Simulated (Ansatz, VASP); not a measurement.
# Cross-check of SnTe between VASP and Ansatz

Aim: how closely do two programs agree when they are given the same cell, functional and k mesh? The cell is taken from a series of runs on this material, whose earlier steps may have relaxed, scaled, displaced or heated it; both programs get it as it stands.

Method: plane waves, with VASP 6.6.1 beside it; zone-centre phonons at LDA, in Ansatz 0.2.0.

### 1. The starting structure

The structure is trigonal, space group R-3m (No. 166). Conventional cell: a = 4.277 Å, b = 4.277 Å, c = 11.162 Å, α = 90.00°, β = 90.00°, γ = 120.00°. Nearest to Sn lie 6 Te at 3.09 Å. Nearest to Te lie 6 Sn at 3.09 Å. Farther neighbours and most contacts between anions are not listed.

### 2. Ansatz: zone-centre phonons, LDA

Ansatz runs on its PAW soft_1 files.

Second derivatives magnify differences that forces hide, and they need a tight electronic threshold.

File input.yaml:

```yaml
crystal:
  lattice:
    - [0.1319555987, 3.1562654698, 3.1562654698]
    - [3.1562654698, 0.1319555987, 3.1562654698]
    - [3.1562654698, 3.1562654698, 0.1319555987]
  atoms:
    - { symbol: Sn, position: [0.0, 0.0, 0.0] }
    - { symbol: Te, position: [0.5, 0.5, 0.5] }
kpoints:
  mp_grid: { grid: [12, 12, 12] }
hamiltonian:
  xc: lda
  pseudopotentials: { kind: paw, azcp: { folder: soft_1 }, xc_functional: pbe }
scf:
  occupations: { method: gaussian, width: 0.01 }
output:
  eigenvalues: true
phonons:
  method: dfpt
```

Command:

```bash
ansatz run input.yaml --threads 4 --pin off --max-ram 10240MiB --backend cpu --events-out ev --progress --plain --runs-dir out
```

Numbers of over 12 decimals in the logs are rounded to 6 here.

What it wrote:

```text
Engine: ansatz 0.2.0, aarch64-unknown-linux-gnu
Pseudopotentials: kind: paw
Pseudopotential: Sn, paw, valence charge 14, recommended cutoff 420 eV (normal), soft_1/Sn.paw.azcp
Pseudopotential: Te, paw, valence charge 16, recommended cutoff 420 eV (normal), soft_1/Te.paw.azcp
Functional definition: SPW92
  exchange = slater_x
  correlation = pw_c
Crystal: 2 atoms, lattice volume = 58.944 Å³
Basis set: ecut = 420 eV, 1153 PW (Γ), exchange–correlation on 60×60×60 points (8 copies of the dense FFT grid, shifted against one another)
Bands: 19, of which v1, the nominal top of the filled ones, is band 15 counted from 1 (14 counted from 0)
Symmetry: 12 space group operations
k-points: 476 of 1728 (irreducible under 2 space group operations, time reversal used)
Non-local potential: Sn, projectors of the file, l = 0: 2, l = 1: 2, l = 2: 2, l = 3: 1
Non-local potential: Te, projectors of the file, l = 0: 2, l = 1: 2, l = 2: 2, l = 3: 1
PAW form: soft (Blöchl's): semilocal exchange-correlation on the pseudo side does not see the compensation charge
PAW frozen core: Sn, regenerated for the run's functional, and the local potential with it (the file was generated under x = pbe(κ = 0.804, μ = 0.219515), c = pbe(β = 0.066725))
PAW frozen core: Te, regenerated for the run's functional, and the local potential with it (the file was generated under x = pbe(κ = 0.804, μ = 0.219515), c = pbe(β = 0.066725))
PAW one-centre angular grid: Sn, 590 points (default); XC on 64 Gauss nodes
PAW one-centre angular grid: Te, 590 points (default); XC on 64 Gauss nodes
Initial density: superposition of atomic densities (chi_scale 0.1, normalization cell, long waves kept (reshape's long-wave potential 0.00 eV rms))
Initial wavefunctions: pseudopotential atomic-orbital guess
Functional: x = slater, c = lda
SCF iter   1: F=—  HF=-12707.398475 eV  |F-HF|=—  |Δ(HF+E_count)|=         —  Δρ=1.09e-2  dr2=7.06e-2  ethr=3.10e-3  ⟨swp⟩=7.6  Hψ=55153  notcnv=0
preconditioner: auto → none  [insulator: Δε(μ)=0.055 eV  Ē_g=16.963 eV  σ=0.010 eV  W_gap=0.75  n_scr=14 (ndim 8)  ℏωp=21.6 eV  f_vac=0.000  D(μ)=0.62/eV (n_scr^D=0)  ε∞_Penn≈2.6]
SCF iter   2: F=—  HF=-12707.386903 eV  |F-HF|=—  |Δ(HF+E_count)|=   1.16e-2  Δρ=5.12e-3  dr2=1.65e-2  ethr=2.35e-4  ⟨swp⟩=2.0  Hψ=15049  notcnv=0  defer=4
SCF iter   3: F=—  HF=-12707.385472 eV  |F-HF|=—  |Δ(HF+E_count)|=   1.43e-3  Δρ=3.78e-4  dr2=6.41e-5  ethr=5.50e-5  ⟨swp⟩=2.5  Hψ=13154  notcnv=0  defer=4
SCF iter   4: F=—  HF=-12707.385496 eV  |F-HF|=—  |Δ(HF+E_count)|=   2.41e-5  Δρ=1.19e-4  dr2=3.45e-6  ethr=2.14e-7  ⟨swp⟩=2.1  Hψ=16695  notcnv=0  defer=4
SCF iter   5: F=—  HF=-12707.385497 eV  |F-HF|=—  |Δ(HF+E_count)|=   1.02e-6  Δρ=3.41e-5  dr2=6.18e-7  ethr=1.15e-8  ⟨swp⟩=2.0  Hψ=13795  notcnv=0  defer=4
SCF iter   6: F=—  HF=-12707.385496 eV  |F-HF|=—  |Δ(HF+E_count)|=   6.47e-7  Δρ=4.56e-6  dr2=7.09e-9  ethr=2.06e-9  ⟨swp⟩=2.0  Hψ=13779  notcnv=0  defer=4
SCF iter   7: F=—  HF=-12707.385496 eV  |F-HF|=—  |Δ(HF+E_count)|=   4.01e-9  Δρ=5.88e-7  dr2=1.40e-10  ethr=2.36e-11  ⟨swp⟩=2.7  Hψ=17327  notcnv=0  defer=4
SCF iter   8: F=-12707.385496 eV  HF=-12707.385496 eV  |F-HF|=5.46e-12  |Δ(HF+E_count)|=  1.82e-12  Δρ=9.15e-8  dr2=4.30e-12  ethr=1.00e-12  ⟨swp⟩=7.4  Hψ=49031  notcnv=0
SCF 1 converged in 8 iterations: F = -12707.385496 eV  dr2 = 4.30e-12
  greatest PAW one-centre occupation: 0.999 electrons in one spin orbital (limit 2), on the Te atom at site 1 (counted from 0), in its partial waves of l = 2
DFPT response loops at Γ: preconditioner auto → Kerker (q_TF=auto, 2.438 Å⁻¹) (partly filled bands, converged f_vac=0.003); β = 1.00, the filter's whole step (`scf.mixing.beta` (0.50) is not read by the response loops under this deck's `scf.mixing.preconditioner`; to damp them name `kerker` or `kerker_dos`, under which they read `scf.mixing.beta`, and type it under 1.00, their step now; both keys bind the ground state too); Broyden in place of MSR1
SCF converged after 8 iterations
Free energy (F): -12707.385496 eV
Harris-Foulkes:  -12707.385496 eV  (|F-HF|=5.46e-12)
Internal energy: -12707.385465 eV  (E = F + TS)
E sigma→0 (E₀):  -12707.385480 eV
Entropy (-TS):   -0.000031 eV (-0.016 meV/atom)
Fermi energy:    10.204966 eV
--- Per-component energies (eV) ---
  E_band       = -337.037601
  E_kinetic    = 342.683368
  E_local      = -2598.894218  (includes V_loc(G=0)·N_el)
  E_nonlocal   = 221.541914
  E_hartree    = 1302.473986
  E_xc         = -248.042997
  E_vxc        = -184.897992  (∫ρ·V_xc dr)
  E_paw        = -8743.181990  (= ΣΔE_a)
  E_vpaw       = -722.418923  (= ΣTr[D̂ρ^β])
  E_aug_tail   = 0.000345  (compensation charges beyond the density's cutoff)
  E_ewald      = -2985.069405
  E_core_change = 1.103533  (= ΣΔE_core)
  E_smearing   = -0.000031  (= −TS)
  E_closure    = -0.000000  (closes the sum)
  Σ components = -12707.385496   (vs F -12707.385496, Δ=0.00e0)
--- Band table (eV; the first three rows and the last of 476) ---
  k-point 0: bands = [... 11 lower, 5.6437, 7.5833, 8.2473, 8.2473, 13.6722, 13.6722, 13.8613, 14.5659]
  k-point 1: bands = [... 11 lower, 5.2630, 7.6467, 8.2471, 8.4564, 13.2799, 13.3168, 13.4828, 14.7581]
  k-point 2: bands = [... 11 lower, 4.4378, 7.7316, 8.2536, 8.8901, 12.4668, 12.5879, 12.7434, 15.0221]
  k-point 475: bands = [... 11 lower, 1.3809, 8.6332, 8.6332, 10.5789, 10.8775, 10.8775, 10.8788, 17.9204]
--- Phonons (Γ-DFPT): 2 representative perturbations + reference, on 476 of 1728 k-points (Σ response iterations 6) ---
  k mesh reduced under 2 symmetry operations, with k and −k counted as one. Each operation leaves every solved perturbation unchanged. A smaller set is not used because it would not reduce the number of displacements times k-points to solve
  ASR residual: 9.418e-5 → 0.000e0 eV/Å²; symmetrization residual: 4.100e-6 eV/Å²
  ASR residual per site (eV/Å²): 9.42e-5 2.65e-5
  Γ frequencies (cm⁻¹): 0.00 0.00 0.00 28.93 57.35 57.35
  non-analytic LO–TO correction: not included (Born effective charges unavailable; polar crystals: no LO–TO splitting at Γ)
```

Reading the cycles: dr2 is the Hartree energy of the density residual (eV), the measure of convergence; HF is the Harris–Foulkes estimate of the energy, which meets the free energy F at convergence.

### 3. VASP: zone-centre phonons, LDA

The same cell, functional (in two slightly different forms), mesh and smearing now go to VASP, with its own data sets.

Lines of VASP's logs that name or quote its potential files are left out, and so is its time.

File INCAR:

```
SYSTEM = SnTe
PREC = Accurate
ENCUT = 500
EDIFF = 1E-08
NELM = 120
ISMEAR = 0
SIGMA = 0.01
LREAL = .FALSE.
ALGO = Normal
GGA = PW92
NBANDS = 16
LORBIT = 11
LWAVE = .FALSE.
LCHARG = .FALSE.
ISIF = 2
IBRION = 8
LASPH = .TRUE.
GGA_COMPAT = .FALSE.
KPAR = 2
```

File POSCAR:

```
SnTe
1.0
    0.1319555987      3.1562654698      3.1562654698
    3.1562654698      0.1319555987      3.1562654698
    3.1562654698      3.1562654698      0.1319555987
Sn Te
1 1
Direct
    0.0000000000      0.0000000000      0.0000000000
    0.5000000000      0.5000000000      0.5000000000
```

File KPOINTS:

```
Automatic mesh
0
Gamma
12 12 12
0 0 0
```

PAW data sets: Sn_d and Te (LDA family, release 64).

Command:

```bash
mpirun -np 2 vasp_std
```

What it wrote:

```text
[banner, memory and clock lines left out]
running    2 mpi-ranks, on    1 nodes
 distrk:  each k-point on    1 cores,    2 groups
 distr:  one band on    1 cores,    1 groups

 POSCAR found type information on POSCAR SnTe
 POSCAR found :  2 types and       2 ions
|                                                                             |
|               ----> ADVICE to this user running VASP <----                  |
|                                                                             |
|     You enforced a specific xc type in the INCAR file but a different       |
|     [... a line on the potential file left out ...]
|     I HOPE YOU KNOW WHAT YOU ARE DOING!                                     |
|                                                                             |

 LDA part: xc-table for (Slater(with rela. corr.)+PW92), standard interpolation
 POSCAR, INCAR and KPOINTS ok, starting setup
 FFT: planning ... GRIDC
 FFT: planning ... GRID_SOFT
 FFT: planning ... GRID
 WAVECAR not read
 entering main loop
       N       E                     dE             d eps       ncg     rms          rms(c)
DAV:   1     0.124216425994E+03    0.12422E+03   -0.94509E+03  6096   0.143E+03
DAV:   2     0.165143590485E+01   -0.12256E+03   -0.11989E+03  6656   0.356E+02
DAV:   3    -0.856709759257E+01   -0.10219E+02   -0.10163E+02  7752   0.891E+01
DAV:   4    -0.883986745077E+01   -0.27277E+00   -0.27271E+00  7400   0.159E+01
DAV:   5    -0.885188059471E+01   -0.12013E-01   -0.12013E-01  9008   0.305E+00    0.529E+00
DAV:   6    -0.880426234717E+01    0.47618E-01   -0.95307E-02  8752   0.229E+00    0.333E+00
DAV:   7    -0.879946768727E+01    0.47947E-02   -0.38692E-02  8096   0.109E+00    0.604E-01
DAV:   8    -0.879845293223E+01    0.10148E-02   -0.66640E-03  7760   0.669E-01    0.152E-01
DAV:   9    -0.879849068440E+01   -0.37752E-04   -0.47686E-04  8224   0.202E-01    0.590E-02
DAV:  10    -0.879847669017E+01    0.13994E-04   -0.51687E-05  7984   0.673E-02    0.258E-02
DAV:  11    -0.879847701130E+01   -0.32113E-06   -0.13388E-05  8008   0.339E-02    0.713E-03
DAV:  12    -0.879847674994E+01    0.26135E-06   -0.13942E-06  7672   0.125E-02    0.484E-03
DAV:  13    -0.879847674688E+01    0.30600E-08   -0.26028E-07  8160   0.425E-03    0.455E-03
DAV:  14    -0.879847673906E+01    0.78248E-08   -0.28470E-08  6792   0.815E-04
   1 F= -.87984767E+01 E0= -.87984611E+01  d E =-.312086E-04
 Linear response reoptimize wavefunctions to high precision
DAV:   1    -0.879847673962E+01   -0.55843E-09   -0.23474E-09  6712   0.300E-04
DAV:   2    -0.879847673962E+01   -0.54570E-11   -0.11013E-10  4128   0.788E-05
 Linear response DOF=           2
 Linear response progress:
  Degree of freedom:   1/  2
       N       E                     dE             d eps       ncg     rms          rms(c)
RMM:   1    -0.217406326688E+00   -0.21741E+00    0.36369E-01 18392   0.108E+01
RMM:   2    -0.222910166369E+00   -0.55038E-02   -0.11919E-02 27151   0.883E-01    0.872E-02
RMM:   3    -0.222774337968E+00    0.13583E-03   -0.92527E-04 29787   0.245E-01    0.461E-02
RMM:   4    -0.222524759527E+00    0.24958E-03   -0.84304E-05 29972   0.738E-02    0.847E-03
RMM:   5    -0.222523786507E+00    0.97302E-06   -0.76541E-06 30983   0.227E-02    0.377E-03
RMM:   6    -0.222530728674E+00   -0.69422E-05   -0.12820E-06 30532   0.775E-03    0.129E-03
RMM:   7    -0.222530689454E+00    0.39220E-07   -0.33084E-07 31281   0.305E-03    0.762E-04
RMM:   8    -0.222527812830E+00    0.28766E-05    0.12464E-07 30285   0.135E-03    0.144E-04
RMM:   9    -0.222527975081E+00   -0.16225E-06    0.33090E-07 31993   0.614E-04    0.228E-04
RMM:  10    -0.222527773340E+00    0.20174E-06    0.53314E-07 31831   0.299E-04    0.199E-04
RMM:  11    -0.222527878526E+00   -0.10519E-06    0.46954E-07 33016   0.156E-04    0.402E-04
RMM:  12    -0.222527446821E+00    0.43170E-06    0.23215E-07 30102   0.105E-04    0.119E-04
RMM:  13    -0.222527306112E+00    0.14071E-06    0.11860E-07 32056   0.579E-05    0.202E-05
RMM:  14    -0.222527267781E+00    0.38331E-07    0.49346E-08 32327   0.325E-05    0.297E-06
RMM:  15    -0.222527229130E+00    0.38651E-07    0.27565E-08 30728   0.227E-05    0.129E-06
RMM:  16    -0.222527214897E+00    0.14234E-07    0.10584E-08 29847   0.172E-05    0.396E-06
RMM:  17    -0.222527218999E+00   -0.41020E-08    0.56724E-09 21445   0.139E-05    0.738E-07
 first order change of Fermi-energy   0.20364E-03
 force on displaced ion       1 direction 1 :  -0.633   0.177   0.177
 Linear response progress:
  Degree of freedom:   2/  2
       N       E                     dE             d eps       ncg     rms          rms(c)
RMM:   1    -0.478806798875E-01   -0.47881E-01    0.62655E-02 33225   0.906E-01
RMM:   2    -0.481837086409E-01   -0.30303E-03   -0.20687E-03 28755   0.228E-01    0.711E-02
RMM:   3    -0.483298914814E-01   -0.14618E-03   -0.16817E-04 29196   0.659E-02    0.505E-02
RMM:   4    -0.485537563992E-01   -0.22386E-03   -0.25258E-05 28713   0.324E-02    0.591E-03
RMM:   5    -0.485603160459E-01   -0.65596E-05   -0.11541E-06 29744   0.803E-03    0.306E-03
RMM:   6    -0.485617973436E-01   -0.14813E-05   -0.10139E-07 29282   0.231E-03    0.772E-04
RMM:   7    -0.485600250833E-01    0.17723E-05   -0.41137E-09 29951   0.490E-04    0.128E-04
RMM:   8    -0.485602065691E-01   -0.18149E-06   -0.58364E-08 28858   0.157E-04    0.407E-05
RMM:   9    -0.485602088962E-01   -0.23271E-08    0.12626E-07 31490   0.555E-05    0.178E-05
RMM:  10    -0.485602355980E-01   -0.26702E-07    0.39208E-07 31473   0.180E-05    0.316E-06
RMM:  11    -0.485602159759E-01    0.19622E-07    0.82134E-09 29950   0.809E-06    0.860E-07
RMM:  12    -0.485602169800E-01   -0.10041E-08   -0.14847E-08 23882   0.563E-06    0.252E-07
 first order change of Fermi-energy  -0.27517E-03
 force on displaced ion       2 direction 1 :  -0.620   0.180   0.180
 Linear response finished
```

From OUTCAR (step 3):

```text
ion  position               nearest neighbor table
   1  0.000  0.000  0.000-   2 3.09   2 3.09   2 3.09   2 3.09   2 3.09   2 3.09
   2  0.500  0.500  0.500-   1 3.09   1 3.09   1 3.09   1 3.09   1 3.09   1 3.09

  LATTYP: Found a trigonal (rhomboedric) cell.
 ALAT       =     4.4655834682
 COS(alpha) =     0.5413344190

 Subroutine GETGRP returns: Found 12 space group operations
 (whereof 12 operations were pure point group operations)

The static configuration has the point symmetry D_3d.

 Found    189 irreducible k-points:

   k-points           NKPTS =    189   k-points in BZ     NKDIM =    189   number of bands    NBANDS=     16

   dimension x,y,z NGX =    36 NGY =   36 NGZ =   36
   dimension x,y,z NGXF=    72 NGYF=   72 NGZF=   72

   ENCUT  =  500.0 eV  36.75 Ry    6.06 a.u.   8.14  8.14  8.14*2*pi/ulx,y,z

   NELECT =      20.0000    total number of electrons

 k-points in reciprocal lattice and weights: Automatic mesh
   0.00000000  0.00000000  0.00000000       0.001
   0.08333333 -0.00000000 -0.00000000       0.003
   0.16666667  0.00000000  0.00000000       0.003
   0.25000000  0.00000000 -0.00000000       0.003
   0.33333333  0.00000000  0.00000000       0.003
   0.41666667  0.00000000  0.00000000       0.003
   0.50000000  0.00000000 -0.00000000       0.002
   0.08333333  0.08333333 -0.00000000       0.003
   0.16666667  0.08333333  0.00000000       0.007
[...]
-0.41666667  0.50000000  0.41666667       0.003
   0.50000000  0.50000000  0.50000000       0.001

 average (electrostatic) potential at core
       1 -99.6908       2 -88.1001

  Total        0.5299801      0.5299801      0.5299801     -0.2518502     -0.2518502     -0.2518502
  in kB       14.4055308     14.4055308     14.4055308     -6.8456082     -6.8456082     -6.8456082
  external PRESSURE =      14.4055308 kB  Pullay stress =       0.0000000 kB

  energy-cutoff  :      500.00
  volume of cell :       58.94
      direct lattice vectors                 reciprocal lattice vectors
     0.131955599  3.156265470  3.156265470    -0.168712166  0.161941783  0.161941783
     3.156265470  0.131955599  3.156265470     0.161941783 -0.168712166  0.161941783
     3.156265470  3.156265470  0.131955599     0.161941783  0.161941783 -0.168712166

 POSITION                                       TOTAL-FORCE (eV/Angst)
 -----------------------------------------------------------------------------------
      0.00000      0.00000      0.00000         0.000000      0.000000     -0.000000
      3.22224      3.22224      3.22224         0.000000      0.000000      0.000000
 -----------------------------------------------------------------------------------
    total drift:                               -0.000000      0.000000      0.000000

 Eigenvectors and eigenvalues of the dynamical matrix
 ----------------------------------------------------

   1 f  =    1.789546 THz    11.244050 2PiTHz   59.692833 cm-1     7.400965 meV
             X         Y         Z           dx          dy          dz
      0.000000  0.000000  0.000000     0.146660    0.421125   -0.567785
      3.222243  3.222243  3.222243    -0.140558   -0.403603    0.544162

   2 f  =    1.789546 THz    11.244050 2PiTHz   59.692833 cm-1     7.400965 meV
             X         Y         Z           dx          dy          dz
      0.000000  0.000000  0.000000    -0.570948    0.412485    0.158462
      3.222243  3.222243  3.222243     0.547192   -0.395323   -0.151869

   3 f  =    1.034879 THz     6.502334 2PiTHz   34.519833 cm-1     4.279912 meV
             X         Y         Z           dx          dy          dz
      0.000000  0.000000  0.000000     0.422502    0.422502    0.422502
      3.222243  3.222243  3.222243    -0.393478   -0.393478   -0.393478

   4 f/i=    0.005712 THz     0.035889 2PiTHz    0.190531 cm-1     0.023623 meV
             X         Y         Z           dx          dy          dz
      0.000000  0.000000  0.000000    -0.529135    0.436015    0.093120
      3.222243  3.222243  3.222243    -0.552106    0.454944    0.097163

   5 f/i=    0.005712 THz     0.035889 2PiTHz    0.190531 cm-1     0.023623 meV
             X         Y         Z           dx          dy          dz
      0.000000  0.000000  0.000000    -0.197971   -0.359259    0.557230
      3.222243  3.222243  3.222243    -0.206565   -0.374856    0.581421

   6 f/i=    0.018117 THz     0.113833 2PiTHz    0.604319 cm-1     0.074926 meV
             X         Y         Z           dx          dy          dz
      0.000000  0.000000  0.000000     0.393478    0.393478    0.393478
      3.222243  3.222243  3.222243     0.422502    0.422502    0.422502

 ELASTIC MODULI CONTR FROM IONIC RELAXATION (kBar)
 Direction    XX          YY          ZZ          XY          YZ          ZX
 --------------------------------------------------------------------------------
 XX           0.0000      0.0000      0.0000      0.0000      0.0000      0.0000
 YY           0.0000      0.0000      0.0000      0.0000      0.0000      0.0000
 ZZ           0.0000      0.0000      0.0000      0.0000      0.0000      0.0000
 XY           0.0000      0.0000      0.0000      0.0000      0.0000      0.0000
 YZ           0.0000      0.0000      0.0000      0.0000      0.0000      0.0000
 ZX           0.0000      0.0000      0.0000      0.0000      0.0000      0.0000
 --------------------------------------------------------------------------------
```

Energies printed during the response cycles are not total energies of the cell.

### 4. Side by side

Known differences besides the potentials themselves: the data sets hold 30 valence electrons in Ansatz (on its PAW soft_1 files) and 20 in VASP; the cutoff is 420 eV in Ansatz and 500 eV in VASP; VASP's log shows a relativistic correction to its local exchange, Ansatz's none. Total energies have different zeros and are not compared.

Both answers:

| quantity | Ansatz | VASP | difference |
| --- | --- | --- | --- |
| optical mode 1 (cm⁻¹) | 28.9 | 34.5 | -5.6 |
| optical mode 2 to 3 (cm⁻¹) | 57.4 | 59.7 | -3.92 % |

Modes are paired by rising frequency, not by their patterns, so a pair may set unlike modes beside each other; they are those without the splitting of longitudinal modes.

### 5. What came out

```yaml
r_m_s_difference_of_the_optical_zone_centre_modes_each_program_s_sorted_by_frequency_zone_centre_phonons_lda: 3.8 cm⁻¹
difference_in_optical_mode_2_to_3_zone_centre_phonons_lda: -3.9 %
```

In words: The r.m.s. difference of the optical zone-centre modes, each program's sorted by frequency is 3.8 cm⁻¹ (zone-centre phonons, LDA). The data sets hold unlike numbers of valence electrons (30 in Ansatz and 20 in VASP), so part of the differences comes from the potentials. Among the rows given in per cent, the largest difference of the zone-centre phonons, LDA pair is in optical mode 2 to 3, -3.9 %. Such differences can come from data sets, numerical settings and the points named under the comparisons, not from the functional's error against experiment.

[Lines on the potential files, build, host, timing and source positions are cut from VASP's logs without a mark.]

[Logs are printed without paths, hosts, clocks, repeated set-up lines and the standing remarks that a program may print on its own settings, such as how far it seeks lower states.]

[Hosts, paths, dates, database ids (printed as entryN), source tags and the programs' standing remarks are cut or masked in the printed files.]
